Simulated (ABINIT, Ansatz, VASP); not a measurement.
BeSe (F-43m, 2 atoms in the cell) computed with different codes at matched settings

Self-consistent single point.

```
CELL_PARAMETERS angstrom
      0.00000     2.57000     2.57000
      2.57000     0.00000     2.57000
      2.57000     2.57000     0.00000
ATOMIC_POSITIONS crystal
  Be 0.00000 0.00000 0.00000
  Se 0.25000 0.25000 0.25000
```

Shared settings, as Ansatz (a program for electronic structure) writes them: kpoints.mp_grid.grid = 9 9 9; magnetization.spin_orbit = true; scf.occupations.method = fermi_dirac; scf.occupations.width = 0.05 eV. Potentials and cutoffs stand in the table.

```
code                                                                                            model  pressure (GPa)  gap on the mesh (eV)   cutoff
------  ---------------------------------------------------------------------------------------------  --------------  --------------------  -------
Ansatz                                                PBE with spin-orbit coupling, default PAW files            1.71                 2.563  default
VASP                                     PBE, spin-orbit coupling, VASP's PBE PAW potentials (set 64)               –                 2.553   300 eV
ABINIT  PBE, spin-orbit coupling, norm-conserving pseudopotentials (PseudoDojo nc-fr-04 PBE standard)            1.89                 2.563    44 Ha
```

A dash marks a value that a program does not give, or that is left out as unsure.

Gaps are read on the mesh.

The spread over the programs that give each value: pressure within 0.18 GPa; gap on the mesh within 0.010 eV.

Ansatz's pressure is given at a fixed set of plane waves, as the other plane-wave codes print theirs.

VASP's run is marked for a possible Pulay error in its stress at this cutoff; no cutoff test was made.

The starting cell has typed, rounded lattice constants, without a prior relaxation at this level.

Left out of this page: Quantum ESPRESSO, Elk and SIESTA (not drawn, or without a comparable value); FLEUR (with a known weakness of the program).

Keys are those of Ansatz 0.2.
